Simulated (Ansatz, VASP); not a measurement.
# VIrPt2: VASP beside Ansatz, part 2 of 2

One calculation is typed for both programs; each brings its own data sets and cutoff. How far apart do they land? The cell is invented: As first built, before any earlier steps moved the atoms (in the runner's words): it takes the NiIr3 structure with some of its atoms replaced by other elements, volume scaled by an estimate. It may not be a known or stable phase. The cell is taken from a series of VASP runs on this material, whose earlier steps may have relaxed, scaled or displaced it; both programs get it as it stands.

VASP 6.6.1 and Ansatz 0.2.0.

So far. Step 2 (Ansatz: single point, PBEsol): The run ends at a pressure of 0.40 GPa.

## 3. VASP: single point, PBEsol

Level of this step: PBEsol, spin-polarised from a ferromagnetic start (one magnetic atom a cell); plane waves and PAW (V_sv, Pt, Ir); invented cell (VASP).

The same cell, functional, mesh and smearing now go to VASP, with its own data sets and cutoff.

Lines of VASP's logs that name or quote its potential files are left out, and so is its time.

The input, INCAR:

```
SYSTEM = VIrPt2
PREC = Accurate
ENCUT = 350
EDIFF = 1E-06
NELM = 150
ISMEAR = 0
SIGMA = 0.05
LREAL = .FALSE.
ALGO = Normal
GGA = PS
NBANDS = 29
ISPIN = 2
MAGMOM = 2 0 0 0
LMAXMIX = 4
LORBIT = 11
LWAVE = .TRUE.
LCHARG = .TRUE.
KPAR = 2
AMIX = 0.2
BMIX = 1E-04
AMIX_MAG = 0.8
BMIX_MAG = 1E-04
```

The input, POSCAR:

```
VIrPt2
1.0
   -1.9000471732      1.9000471732      3.9129973974
    1.9000471732     -1.9000471732      3.9129973974
    1.9000471732      1.9000471732     -3.9129973974
V Pt Ir
1 2 1
Direct
    0.0000000000      0.0000000000      0.0000000000
    0.7500000000      0.2500000000      0.5000000000
    0.2500000000      0.7500000000      0.5000000000
    0.5000000000      0.5000000000      0.0000000000
```

The input, KPOINTS:

```
Automatic mesh
0
Gamma
6 6 6
0 0 0
```

Potentials, in the order of the species: V_sv, Pt and Ir (PBE family, release 64).

The run is started by

```bash
$ mpirun -np 2 vasp_std
```

Numbers of over 12 decimals in the logs are rounded to 6 here.

The log of the run:

```text
[banner, memory and clock lines left out]
running    2 mpi-ranks, on    1 nodes
 distrk:  each k-point on    1 cores,    2 groups
 distr:  one band on    1 cores,    1 groups

 POSCAR found type information on POSCAR V PtIr
 POSCAR found :  3 types and       4 ions
|                                                                             |
|               ----> ADVICE to this user running VASP <----                  |
|                                                                             |
|     You enforced a specific xc type in the INCAR file but a different       |
|     [... a line on the potential file left out ...]
|     I HOPE YOU KNOW WHAT YOU ARE DOING!                                     |
|                                                                             |

 LDA part: xc-table for (Slater+PW92), standard interpolation
 POSCAR, INCAR and KPOINTS ok, starting setup
 FFT: planning ... GRIDC
 FFT: planning ... GRID_SOFT
 FFT: planning ... GRID
 WAVECAR not read
 entering main loop
       N       E                     dE             d eps       ncg     rms          rms(c)
DAV:   1     0.298174702640E+03    0.29817E+03   -0.16498E+04  3584   0.112E+03
DAV:   2    -0.244309095762E+02   -0.32261E+03   -0.30531E+03  3620   0.355E+02
DAV:   3    -0.380508897362E+02   -0.13620E+02   -0.12910E+02  4046   0.766E+01
DAV:   4    -0.383447422331E+02   -0.29385E+00   -0.29271E+00  3893   0.107E+01
DAV:   5    -0.383507404369E+02   -0.59982E-02   -0.59974E-02  4057   0.164E+00    0.325E+01
DAV:   6    -0.376411158493E+02    0.70962E+00   -0.16820E+01  4076   0.266E+01    0.214E+01
DAV:   7    -0.362347384521E+02    0.14064E+01   -0.17300E+01  4307   0.270E+01    0.201E+01
DAV:   8    -0.349651622438E+02    0.12696E+01   -0.41555E+00  3592   0.172E+01    0.521E+00
DAV:   9    -0.349140194243E+02    0.51143E-01   -0.30696E-01  3930   0.434E+00    0.395E+00
DAV:  10    -0.348952192663E+02    0.18800E-01   -0.44734E-02  4052   0.156E+00    0.239E+00
DAV:  11    -0.348792231194E+02    0.15996E-01   -0.72708E-02  3718   0.183E+00    0.582E-01
DAV:  12    -0.348780997454E+02    0.11234E-02   -0.87567E-03  3883   0.556E-01    0.221E-01
DAV:  13    -0.348781277775E+02   -0.28032E-04   -0.85177E-04  3847   0.188E-01    0.166E-01
DAV:  14    -0.348780874676E+02    0.40310E-04   -0.57472E-04  3976   0.116E-01    0.610E-02
DAV:  15    -0.348780996393E+02   -0.12172E-04   -0.13319E-04  3741   0.720E-02    0.526E-02
DAV:  16    -0.348781037336E+02   -0.40943E-05   -0.62853E-05  3955   0.290E-02    0.252E-02
DAV:  17    -0.348781120297E+02   -0.82961E-05   -0.40023E-05  4114   0.229E-02    0.176E-02
DAV:  18    -0.348781224759E+02   -0.10446E-04   -0.11844E-04  4296   0.375E-02    0.131E-02
DAV:  19    -0.348781264299E+02   -0.39540E-05   -0.30983E-05  4192   0.186E-02    0.108E-02
DAV:  20    -0.348781280435E+02   -0.16136E-05   -0.10980E-05  2510   0.109E-02    0.797E-03
DAV:  21    -0.348781296488E+02   -0.16053E-05   -0.29132E-05  3935   0.181E-02    0.530E-03
DAV:  22    -0.348781302287E+02   -0.57984E-06   -0.11962E-05  2749   0.115E-02    0.229E-03
DAV:  23    -0.348781303228E+02   -0.94089E-07   -0.14833E-06  1780   0.472E-03
   1 F= -.34878130E+02 E0= -.34875071E+02  d E =-.611957E-02  mag=     0.0000
 writing wavefunctions
```

From OUTCAR (step 3):

```text
ion  position               nearest neighbor table
   1  0.000  0.000  0.000-   4 2.69   4 2.69   4 2.69   4 2.69   3 2.73   2 2.73   3 2.73   3 2.73
                             2 2.73   2 2.73   3 2.73   2 2.73
   2  0.750  0.250  0.500-   3 2.69   3 2.69   3 2.69   3 2.69   4 2.73   1 2.73   4 2.73   1 2.73
                             4 2.73   4 2.73   1 2.73   1 2.73
   3  0.250  0.750  0.500-   2 2.69   2 2.69   2 2.69   2 2.69   4 2.73   1 2.73   4 2.73   4 2.73
                             1 2.73   1 2.73   4 2.73   1 2.73
   4  0.500  0.500  0.000-   1 2.69   1 2.69   1 2.69   1 2.69   3 2.73   2 2.73   3 2.73   2 2.73
                             3 2.73   3 2.73   2 2.73   2 2.73

  LATTYP: Found a body centered tetragonal cell.
 ALAT       =     3.8000943464
 C/A-ratio  =     2.0594211831

 Subroutine GETGRP returns: Found 16 space group operations
 (whereof 16 operations were pure point group operations)

The static configuration has the point symmetry D_4h.

 Found     30 irreducible k-points:

   k-points           NKPTS =     30   k-points in BZ     NKDIM =     30   number of bands    NBANDS=     29

   dimension x,y,z NGX =    30 NGY =   30 NGZ =   30
   dimension x,y,z NGXF=    60 NGYF=   60 NGZF=   60

   ENCUT  =  350.0 eV  25.72 Ry    5.07 a.u.   7.24  7.24  7.24*2*pi/ulx,y,z

   NELECT =      42.0000    total number of electrons

 k-points in reciprocal lattice and weights: Automatic mesh
   0.00000000  0.00000000  0.00000000       0.005
   0.16666667  0.00000000 -0.00000000       0.037
   0.33333333  0.00000000  0.00000000       0.037
   0.50000000  0.00000000  0.00000000       0.019
   0.16666667  0.16666667 -0.00000000       0.037
   0.33333333  0.16666667  0.00000000       0.074
   0.50000000  0.16666667  0.00000000       0.074
  -0.33333333  0.16666667 -0.00000000       0.074
  -0.16666667  0.16666667  0.00000000       0.019
[...]
-0.33333333 -0.33333333  0.33333333       0.009
   0.50000000  0.50000000  0.50000000       0.005

 average (electrostatic) potential at core
       1 -69.7349       2 -63.3017       3 -63.3017       4 -47.0575

 E-fermi :  11.2311

 spin component 1
 k-point     1 :       0.0000    0.0000    0.0000
  band No.  band energies     occupation
    ...
     15       8.5518      1.00000
     16       8.5518      1.00000
     17       8.7013      1.00000
     18       9.7751      1.00000
     19       9.9697      1.00000
     20      11.3650      0.00008
     21      11.6561      0.00000
     22      12.7043      0.00000
     23      12.7201      0.00000
     24      12.8353      0.00000
    ...

 k-point     2 :       0.1667    0.0000   -0.0000
  band No.  band energies     occupation
    ...
     17       9.1664      1.00000
     18       9.6055      1.00000
     19       9.8941      1.00000
     20      10.7437      1.00000
     21      11.2157      0.66856
     22      11.5234      0.00000
     23      12.3523      0.00000
     24      12.7143      0.00000
     25      13.1186      0.00000
     26      14.6687      0.00000
    ...

 k-point     3 :       0.3333    0.0000    0.0000
  band No.  band energies     occupation
    ...
     17       8.9469      1.00000
     18       9.2727      1.00000
     19       9.5039      1.00000
     20      10.3988      1.00000
     21      10.8015      1.00000
     22      11.5297      0.00000
     23      11.6887      0.00000
     24      11.9627      0.00000
     25      12.4370      0.00000
     26      13.9671      0.00000
    ...

 k-point     4 :       0.5000    0.0000    0.0000
  band No.  band energies     occupation
    ...
     18       9.2843      1.00000
     19       9.7453      1.00000
     20      10.2357      1.00000
     21      10.9834      1.00000
     22      11.2188      0.63621
     23      11.5098      0.00000
     24      11.7514      0.00000
     25      12.2183      0.00000
     26      12.6050      0.00000
     27      15.9351      0.00000
    ...

 k-point     5 :       0.1667    0.1667   -0.0000
  band No.  band energies     occupation
    ...
     16       8.7365      1.00000
     17       9.2370      1.00000
     18       9.5165      1.00000
     19       9.6670      1.00000
     20      10.0851      1.00000
     21      11.2549      0.25094
     22      11.5346      0.00000
     23      11.9621      0.00000
     24      12.6727      0.00000
     25      12.9164      0.00000
    ...

 k-point     6 :       0.3333    0.1667    0.0000
  band No.  band energies     occupation
    ...
     17       9.1119      1.00000
     18       9.1611      1.00000
     19       9.6087      1.00000
     20      10.0642      1.00000
     21      11.1540      0.98540
     22      11.2728      0.11936
     23      11.8334      0.00000
     24      12.3659      0.00000
     25      12.6724      0.00000
     26      13.4019      0.00000
    ...

  Total       -0.0540050     -0.0540050     -0.1061672      0.0000000      0.0000000     -0.0000000
  in kB       -1.5312500     -1.5312500     -3.0102515      0.0000000      0.0000000     -0.0000000
  external PRESSURE =      -2.0242505 kB  Pullay stress =       0.0000000 kB

  energy-cutoff  :      350.00
  volume of cell :       56.51
      direct lattice vectors                 reciprocal lattice vectors
    -1.900047173  1.900047173  3.912997397     0.000000000  0.263151361  0.127779283
     1.900047173 -1.900047173  3.912997397     0.263151361  0.000000000  0.127779283
     1.900047173  1.900047173 -3.912997397     0.263151361  0.263151361  0.000000000

 POSITION                                       TOTAL-FORCE (eV/Angst)
 -----------------------------------------------------------------------------------
      0.00000      0.00000      0.00000         0.000000     -0.000000      0.000000
      0.00000      1.90005      1.95650        -0.000000      0.000000      0.000000
      1.90005      0.00000      1.95650         0.000000      0.000000     -0.000000
      0.00000      0.00000      3.91300         0.000000     -0.000000      0.000000
 -----------------------------------------------------------------------------------
    total drift:                                0.000000     -0.000000      0.000000

  FREE ENERGIE OF THE ION-ELECTRON SYSTEM (eV)
  ---------------------------------------------------
  free  energy   TOTEN  =       -34.8781303228 eV

  energy  without entropy=      -34.8720107479  energy(sigma->0) =      -34.87507054

 total charge
# of ion       s       p       d       tot
------------------------------------------
    1        2.274   6.223   2.963  11.461
    2        0.720   0.781   8.013   9.515
    3        0.720   0.781   8.013   9.515
    4        0.679   0.640   7.040   8.360
--------------------------------------------------
tot          4.394   8.426  26.030  38.850

 magnetization (x)
# of ion       s       p       d       tot
------------------------------------------
    1       -0.000  -0.000  -0.001  -0.001
    2        0.000   0.000   0.000   0.000
    3        0.000   0.000   0.000   0.000
    4        0.000  -0.000   0.001   0.001
--------------------------------------------------
tot          0.000  -0.000   0.000   0.000

[... 6 further parts left out ...]
```

The run ends at a pressure of -0.20 GPa.

## 4. Differences

Known differences besides the potentials themselves: the data sets hold 66 valence electrons in Ansatz (default PAW (the set named soft_2) files) and 42 in VASP; the cutoff is 420 eV in Ansatz and 350 eV in VASP; Ansatz makes its cores anew for this functional, VASP keeps those of its PBE data sets; VASP leaves aspherical gradient terms in its spheres out (LASPH is not set), Ansatz keeps them. Total energies have different zeros and are not compared.

Compared:

```csv
quantity,Ansatz,VASP,difference
pressure (GPa),0.40,-0.20,+0.60
pressure without Ansatz's Pulay correction (GPa),0.32,-0.20,+0.53
```

Ansatz's pressure holds a Pulay correction of 0.07 GPa; VASP's holds none.

## 5. Results

- difference in pressure (single point, PBEsol): 0.60 GPa

**Reading.** The difference in pressure is 0.60 GPa (single point, PBEsol), within the 1 GPa picked in this series as the mark of a large difference. How closely two codes agree says nothing of how well the functional describes the real material.

[Lines on the potential files, build, host, timing and source positions are cut from VASP's logs without a mark.]

[Logs are printed without paths, hosts, clocks, repeated set-up lines and the standing remarks that a program may print on its own settings, such as how far it seeks lower states.]

[Hosts, paths, dates, database ids (printed as entryN), source tags and the programs' standing remarks are cut or masked in the printed files.]
